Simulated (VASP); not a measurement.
Here is the system:

```yaml
crystal:
  lattice:
    - [5.74974, 0.00000, 0.00000]
    - [0.00000, 5.74974, 0.00000]
    - [0.00000, 0.00000, 5.74974]
  atoms:
    - { symbol: Zn, position: [0.00000, 0.00000, 0.00000] }
    - { symbol: S, position: [0.23493, 0.23493, 0.23493] }
    - { symbol: S, position: [0.76507, 0.76507, 0.23493] }
    - { symbol: S, position: [0.76507, 0.23493, 0.76507] }
    - { symbol: S, position: [0.23493, 0.76507, 0.76507] }
    - { symbol: Hg, position: [0.50000, 0.50000, 0.00000] }
    - { symbol: Hg, position: [0.50000, 0.00000, 0.50000] }
    - { symbol: Hg, position: [0.00000, 0.50000, 0.50000] }
```

Method: PBEsol GGA, VASP's PBE PAW potentials (set 64) (plane waves; VASP 6.6.1). Settings: 400 eV cut-off, Gaussian smearing of 0.050 eV, potentials Zn S Hg.

Unless said otherwise, spin-orbit coupling is left out, though it shifts the bands of the heavy elements here.

**Question.** Give the energies of bands 27 to 40 at the high-symmetry points, in eV from the valence-band maximum.

**Answer.** 
| band | Γ | X | M | R |
|---|---|---|---|---|
| 27 | -4.64 | -3.17 | -4.19 | -5.41 |
| 28 | -2.33 | -2.80 | -3.73 | -5.12 |
| 29 | -2.33 | -2.80 | -2.46 | -1.19 |
| 30 | -2.33 | -2.48 | -2.46 | -1.19 |
| 31 | -2.16 | -2.48 | -2.27 | -1.19 |
| 32 | -2.16 | -2.11 | -2.20 | -0.82 |
| 33 | -2.16 | -1.32 | -1.06 | -0.82 |
| 34 | 0.00 | -1.32 | -1.04 | -0.82 |
| 35 | 0.00 | -0.99 | -1.04 | -0.61 |
| 36 | 0.00 | -0.99 | -0.42 | -0.61 |
| 37 | 0.01 | 2.64 | 2.66 | 1.68 |
| 38 | 2.90 | 2.76 | 3.11 | 1.68 |
| 39 | 2.90 | 3.97 | 3.11 | 1.68 |
| 40 | 3.42 | 4.03 | 4.21 | 2.55 |

The gap is direct, 0.01 eV, from the valence maximum at Γ to the conduction minimum at Γ.

The structure was generated: Hg3ZnS4 was put into an ordered model structure (P-43m), which need not be its known phase. It was relaxed first.
